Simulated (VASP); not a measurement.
An input for Ansatz (written as the equivalent of a VASP run, and not itself run):

Ansatz 0.2 input:
```yaml
crystal:
  lattice:
    - [-2.5599490, 2.5599490, 2.5599490]
    - [2.5599490, -2.5599490, 2.5599490]
    - [2.5599490, 2.5599490, -2.5599490]
  atoms:
    - { symbol: Ba, position: [0.0000000, 0.0000000, 0.0000000] }
kpoints:
  mp_grid: { grid: [2, 2, 2] }
hamiltonian:
  xc: pbe
  pseudopotentials: { kind: paw }
scf:
  occupations: { method: fermi_dirac, width: 0.05 }
  max_iter: 100
output: { forces: true, stress: true, eigenvalues: true }
```

Translate this input to VASP (INCAR, KPOINTS, POSCAR, choice of POTCAR).

This is not unique; one that fits is 
INCAR:
```
# general
SYSTEM  = Ba
PREC    = Accurate
ENCUT   = 300
LREAL   = .False.
LASPH   = .True.

# electronic loop
EDIFF   = 1E-6
NELM    = 100
ALGO    = Normal
LMAXMIX = 4

# smearing
ISMEAR  = -1
SIGMA   = 0.05

# functional
GGA     = PE

# ions
ISIF    = 2

# output
LWAVE   = .False.
LCHARG  = .False.
```

KPOINTS:
```
Automatic mesh
0
Gamma
2 2 2
0 0 0
```

**POSCAR**
```
Ba
5.1198980
 -0.5000000000   0.5000000000   0.5000000000
  0.5000000000  -0.5000000000   0.5000000000
  0.5000000000   0.5000000000  -0.5000000000
Ba
1
direct
  0.0000000000   0.0000000000   0.0000000000
```

POTCAR, in this order: Ba_sv (PBE.64 set). Program: vasp_std.

The two are equivalent in intent, not identical: each code has its own PAW files, so the cut-off isn't converted (ENCUT is set for VASP's; basis.ecutwfc is left out, and Ansatz then takes the one that its files recommend); Ansatz stops its SCF on the density residual and VASP on the energy change (EDIFF).

The structure is a typed Ba crystal. The cell was not relaxed at this level. The k-mesh is coarse (spacing up to 0.87 per Å, 2π included), so the numbers may not be converged in it. The run is one of a series of settings (KPOINTS 2×2×2 Γ-centred mesh against the base run), some of them coarse on purpose.
